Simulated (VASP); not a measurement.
Consider the following.

```
Zn
1.0
    1.33000    -2.30363     0.00000
    1.33000     2.30363     0.00000
    0.00000     0.00000     4.95000
Zn
2
Direct
  0.33333   0.66667   0.25000
  0.66667   0.33333   0.75000
```

Method: AM05 GGA, VASP's PBE PAW potentials (set 64) (plane waves; VASP 6.6.1). Settings: 400 eV cut-off, 14×14×7 Γ-centred mesh, first-order Methfessel-Paxton smearing of 0.10 eV, potentials Zn.

Q: Give the stress tensor in GPa (positive for a compressed cell).

A: 
```
-4.80   0.00   0.00
 0.00  -4.80   0.00
 0.00   0.00  -6.86
```
The pressure is its mean diagonal, -5.49 GPa.

The compound is Zn in the hcp structure. The cell was not relaxed at this level. The run is one of a series of settings (GGA = AM against the base run), some of them coarse on purpose.
